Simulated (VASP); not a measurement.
Calculation: PBE GGA, VASP's PBE PAW potentials (set 64) (plane waves; VASP).

VASP ran on this input.

INCAR:
```
# general
SYSTEM  = ZnO
PREC    = Accurate
ENCUT   = 560
LREAL   = .FALSE.
LASPH   = .TRUE.

# electronic loop
EDIFF   = 1E-09
NELM    = 100
ALGO    = Normal
LMAXMIX = 4

# smearing
ISMEAR  = 0
SIGMA   = 0.1

# functional
GGA     = PE

# ions
IBRION  = 2
NSW     = 50
ISIF    = 3
EDIFFG  = -0.005

# output
LWAVE   = .FALSE.
LCHARG  = .FALSE.
```

File KPOINTS:
```
Automatic mesh
0
Gamma
14 14 5
0 0 0
```

POSCAR:
```
ZnO
1
    3.1317610000     0.0000000000     0.0000000000
   -1.5658810000     2.7121850000     0.0000000000
    0.0000000000     0.0000000000    10.2525840000
Zn O
4 4
Direct
  0.0000000000   0.0000000000   0.0000000000
  0.0000000000   0.0000000000   0.5000000000
  0.6666670000   0.3333330000   0.7501800000
  0.3333330000   0.6666670000   0.2501800000
  0.0000000000   0.0000000000   0.8121600000
  0.0000000000   0.0000000000   0.3121600000
  0.6666670000   0.3333330000   0.5632900000
  0.3333330000   0.6666670000   0.0632900000
```

POTCAR, in this order: Zn O (PBE.64 set). Program: vasp_std.

What VASP printed:

File OSZICAR:
```
...
DAV:   2    -0.356870484200E+02    0.11398E-01   -0.58418E-02  7627   0.328E+00    0.305E-01
DAV:   3    -0.356860112475E+02    0.10372E-02   -0.10053E-03  8462   0.706E-01    0.183E-01
DAV:   4    -0.356855955320E+02    0.41572E-03   -0.92278E-04  8346   0.268E-01    0.291E-02
DAV:   5    -0.356855934214E+02    0.21106E-05   -0.18065E-04  7589   0.146E-01    0.167E-02
DAV:   6    -0.356855928418E+02    0.57951E-06   -0.16309E-05  7577   0.884E-02    0.611E-03
DAV:   7    -0.356855937133E+02   -0.87145E-06   -0.30012E-06  8489   0.270E-02    0.231E-03
DAV:   8    -0.356855942972E+02   -0.58391E-06   -0.91086E-07  6698   0.126E-02    0.126E-03
DAV:   9    -0.356855942977E+02   -0.50204E-09   -0.23828E-07  7398   0.886E-03    0.331E-04
DAV:  10    -0.356855943122E+02   -0.14516E-07   -0.29684E-08  6989   0.150E-03    0.339E-04
DAV:  11    -0.356855943054E+02    0.68430E-08   -0.88792E-09  7049   0.135E-03    0.159E-04
DAV:  12    -0.356855943130E+02   -0.75815E-08   -0.18173E-09  3766   0.953E-04    0.490E-05
DAV:  13    -0.356855943108E+02    0.21719E-08   -0.11567E-09  3572   0.295E-04    0.416E-05
DAV:  14    -0.356855943130E+02   -0.21828E-08   -0.14911E-10  3549   0.271E-04    0.259E-05
DAV:  15    -0.356855943119E+02    0.11096E-08   -0.54181E-11  3525   0.156E-04    0.611E-06
DAV:  16    -0.356855943118E+02    0.47294E-10   -0.55637E-11  3513   0.435E-05
   7 F= -.35685594E+02 E0= -.35685594E+02  d E =-.276458E-03
       N       E                     dE             d eps       ncg     rms          rms(c)
DAV:   1    -0.356869597572E+02   -0.13654E-02   -0.27485E-02  7578   0.210E+00    0.274E-01
DAV:   2    -0.356858131190E+02    0.11466E-02   -0.59411E-03  7627   0.105E+00    0.962E-02
DAV:   3    -0.356857094706E+02    0.10365E-03   -0.10091E-04  8477   0.218E-01    0.574E-02
DAV:   4    -0.356856703746E+02    0.39096E-04   -0.93911E-05  8276   0.849E-02    0.948E-03
DAV:   5    -0.356856702682E+02    0.10640E-06   -0.18822E-05  7657   0.473E-02    0.532E-03
DAV:   6    -0.356856698300E+02    0.43820E-06   -0.17420E-06  7748   0.289E-02    0.199E-03
DAV:   7    -0.356856696971E+02    0.13290E-06   -0.33682E-07  8557   0.896E-03    0.800E-04
DAV:   8    -0.356856695507E+02    0.14645E-06   -0.10086E-07  6863   0.409E-03    0.464E-04
DAV:   9    -0.356856695428E+02    0.78926E-08   -0.30328E-08  7331   0.321E-03    0.117E-04
DAV:  10    -0.356856695388E+02    0.40036E-08   -0.28940E-09  4458   0.456E-04    0.106E-04
DAV:  11    -0.356856695406E+02   -0.18445E-08   -0.64384E-10  3604   0.556E-04    0.395E-05
DAV:  12    -0.356856695394E+02    0.12806E-08   -0.40911E-10  3555   0.312E-04    0.277E-05
DAV:  13    -0.356856695398E+02   -0.45475E-09   -0.18368E-10  3531   0.160E-04
   8 F= -.35685670E+02 E0= -.35685670E+02  d E =-.351686E-03
       N       E                     dE             d eps       ncg     rms          rms(c)
DAV:   1    -0.356858721031E+02   -0.20256E-03   -0.35645E-02  6198   0.118E+00    0.938E-02
DAV:   2    -0.356857970079E+02    0.75095E-04   -0.89447E-04  7747   0.320E-01    0.479E-02
DAV:   3    -0.356857678182E+02    0.29190E-04   -0.35367E-05  8719   0.768E-02    0.257E-02
DAV:   4    -0.356857593503E+02    0.84679E-05   -0.25075E-05  7159   0.447E-02    0.545E-03
DAV:   5    -0.356857593976E+02   -0.47274E-07   -0.45858E-06  7431   0.259E-02    0.294E-03
DAV:   6    -0.356857594236E+02   -0.26050E-07   -0.10347E-06  6652   0.115E-02    0.202E-03
DAV:   7    -0.356857593951E+02    0.28505E-07   -0.11357E-07  8041   0.111E-02    0.130E-03
DAV:   8    -0.356857593646E+02    0.30530E-07   -0.56400E-08  9490   0.429E-03    0.586E-04
DAV:   9    -0.356857593587E+02    0.58735E-08   -0.38571E-08  8208   0.452E-03    0.123E-04
DAV:  10    -0.356857593595E+02   -0.81309E-09   -0.10745E-08  6589   0.784E-04    0.123E-04
DAV:  11    -0.356857593554E+02    0.41109E-08   -0.97144E-10  3535   0.484E-04    0.713E-05
DAV:  12    -0.356857593538E+02    0.15934E-08   -0.12318E-09  3496   0.421E-04    0.665E-05
DAV:  13    -0.356857593531E+02    0.71122E-09   -0.32542E-10  3432   0.156E-04
   9 F= -.35685759E+02 E0= -.35685759E+02  d E =-.898133E-04
       N       E                     dE             d eps       ncg     rms          rms(c)
DAV:   1    -0.356858296883E+02   -0.70334E-04   -0.16547E-02  6198   0.804E-01    0.639E-02
DAV:   2    -0.356857948123E+02    0.34876E-04   -0.41525E-04  7755   0.218E-01    0.326E-02
DAV:   3    -0.356857812722E+02    0.13540E-04   -0.16413E-05  8711   0.522E-02    0.175E-02
DAV:   4    -0.356857774870E+02    0.37852E-05   -0.11605E-05  7159   0.304E-02    0.372E-03
DAV:   5    -0.356857775001E+02   -0.13031E-07   -0.21412E-06  7391   0.175E-02    0.199E-03
DAV:   6    -0.356857774983E+02    0.17753E-08   -0.46748E-07  6655   0.757E-03    0.138E-03
DAV:   7    -0.356857774795E+02    0.18827E-07   -0.51898E-08  8113   0.753E-03    0.878E-04
DAV:   8    -0.356857774570E+02    0.22483E-07   -0.25761E-08  9328   0.291E-03    0.398E-04
DAV:   9    -0.356857774540E+02    0.30232E-08   -0.17909E-08  8157   0.310E-03    0.844E-05
DAV:  10    -0.356857774543E+02   -0.36380E-09   -0.48542E-09  5762   0.532E-04
  10 F= -.35685777E+02 E0= -.35685777E+02  d E =-.107915E-03
       N       E                     dE             d eps       ncg     rms          rms(c)
DAV:   1    -0.356858478266E+02   -0.70373E-04   -0.72012E-03  6198   0.503E-01    0.534E-02
DAV:   2    -0.356858168569E+02    0.30970E-04   -0.13537E-04  7446   0.141E-01    0.319E-02
DAV:   3    -0.356857964614E+02    0.20395E-04   -0.17102E-05  9352   0.503E-02    0.621E-03
DAV:   4    -0.356857965018E+02   -0.40365E-07   -0.69053E-06  6841   0.191E-02    0.229E-03
DAV:   5    -0.356857964988E+02    0.30141E-08   -0.50002E-07  7355   0.872E-03    0.121E-03
DAV:   6    -0.356857965118E+02   -0.12989E-07   -0.11931E-07  7104   0.399E-03    0.717E-04
DAV:   7    -0.356857965236E+02   -0.11865E-07   -0.28517E-08  8691   0.494E-03    0.284E-04
DAV:   8    -0.356857965224E+02    0.12333E-08   -0.98059E-09  7403   0.128E-03    0.141E-04
DAV:   9    -0.356857965217E+02    0.74215E-09   -0.52822E-09  5884   0.435E-04
  11 F= -.35685797E+02 E0= -.35685797E+02  d E =-.190673E-04
       N       E                     dE             d eps       ncg     rms          rms(c)
DAV:   1    -0.356858241410E+02   -0.27619E-04   -0.33130E-03  6198   0.341E-01    0.363E-02
DAV:   2    -0.356858098013E+02    0.14340E-04   -0.62263E-05  7446   0.959E-02    0.217E-02
DAV:   3    -0.356858004977E+02    0.93036E-05   -0.78836E-06  9336   0.341E-02    0.422E-03
DAV:   4    -0.356858005349E+02   -0.37202E-07   -0.31834E-06  6841   0.129E-02    0.155E-03
DAV:   5    -0.356858005252E+02    0.97680E-08   -0.22149E-07  7342   0.589E-03    0.812E-04
DAV:   6    -0.356858005330E+02   -0.78217E-08   -0.54088E-08  7088   0.264E-03    0.465E-04
DAV:   7    -0.356858005400E+02   -0.69995E-08   -0.11348E-08  8155   0.318E-03    0.177E-04
DAV:   8    -0.356858005394E+02    0.62937E-09   -0.39339E-09  5405   0.791E-04
  12 F= -.35685801E+02 E0= -.35685801E+02  d E =-.230850E-04
       N       E                     dE             d eps       ncg     rms          rms(c)
DAV:   1    -0.356858169312E+02   -0.16391E-04   -0.40044E-03  6198   0.439E-01    0.378E-02
DAV:   2    -0.356858067278E+02    0.10203E-04   -0.20327E-04  7779   0.149E-01    0.149E-02
DAV:   3    -0.356858048453E+02    0.18826E-05   -0.46047E-06  8528   0.319E-02    0.952E-03
DAV:   4    -0.356858038009E+02    0.10444E-05   -0.29703E-06  8028   0.198E-02    0.185E-03
DAV:   5    -0.356858038026E+02   -0.17226E-08   -0.67578E-07  6936   0.135E-02    0.137E-03
DAV:   6    -0.356858038174E+02   -0.14741E-07   -0.53813E-08  7248   0.398E-03    0.962E-04
DAV:   7    -0.356858038626E+02   -0.45236E-07   -0.15093E-08  7807   0.212E-03    0.391E-04
DAV:   8    -0.356858038925E+02   -0.29862E-07   -0.89412E-09  6563   0.996E-04    0.144E-04
DAV:   9    -0.356858038926E+02   -0.11642E-09   -0.18704E-09  3546   0.441E-04
  13 F= -.35685804E+02 E0= -.35685804E+02  d E =-.335321E-05
```

**OUTCAR**
```
------------------------ aborting loop because EDIFF is reached ----------------------------------------
  FORCE on cell =-STRESS in cart. coord.  units (eV):
  Direction    XX          YY          ZZ          XY          YZ          ZX
  --------------------------------------------------------------------------------------
  Total       -0.0042854     -0.0042854     -0.0109939      0.0000000      0.0000000      0.0000000
  in kB       -0.0691989     -0.0691989     -0.1775245      0.0000000      0.0000000      0.0000000
  external PRESSURE =      -0.1053074 kB  Pullay stress =       0.0000000 kB
  volume of cell :       99.22
      direct lattice vectors                 reciprocal lattice vectors
     3.279016717 -0.000000028 -0.000000000     0.304969474  0.176074237  0.000000000
    -1.639508906  2.839712265  0.000000000     0.000000003  0.352148356 -0.000000000
    -0.000000000  0.000000000 10.655799121     0.000000000 -0.000000000  0.093845613
  FREE ENERGIE OF THE ION-ELECTRON SYSTEM (eV)
  ---------------------------------------------------
  free  energy   TOTEN  =       -35.6858038926 eV

  energy  without entropy=      -35.6858038887  energy(sigma->0) =      -35.68580389

 reached required accuracy - stopping structural energy minimisation
```
(Selected blocks of OUTCAR.)

File CONTCAR:
```
ZnO
   1.00000000000000
     3.2790167174376177   -0.0000000275343347   -0.0000000000000000
    -1.6395089060742960    2.8397122650770266    0.0000000000000000
    -0.0000000000000000    0.0000000000000000   10.6557991212725298
  Zn              O
     4     4
Direct
     0.0000000000000000    0.0000000000000000    0.0007060626203928
     0.0000000000000000    0.0000000000000000    0.5007060626203926
     0.6666669999999968    0.3333330000000032    0.7504940150667014
     0.3333330000000032    0.6666669999999968    0.2504940150667014
     1.0000000000000000    0.0000000000000000    0.8121003070964764
     1.0000000000000000    0.0000000000000000    0.3121003070964766
     0.6666669999999968    0.3333330000000032    0.5623296152164303
     0.3333330000000032    0.6666669999999968    0.0623296152164303
```

Energy and stress use the plane-wave basis of the starting cell.

The structure was generated: ZnO was put into an ordered model structure, which need not be its known phase. This run relaxes it. Symmetry was kept, so distortions that lower it aren't found. The run is one of a series of settings (EDIFF = 1E-09, EDIFFG = -0.005, ENCUT = 560, IBRION = 2, ISIF = 3, NSW = 50, KPOINTS 14×14×5 Γ-centred mesh against the base run), some of them coarse on purpose.
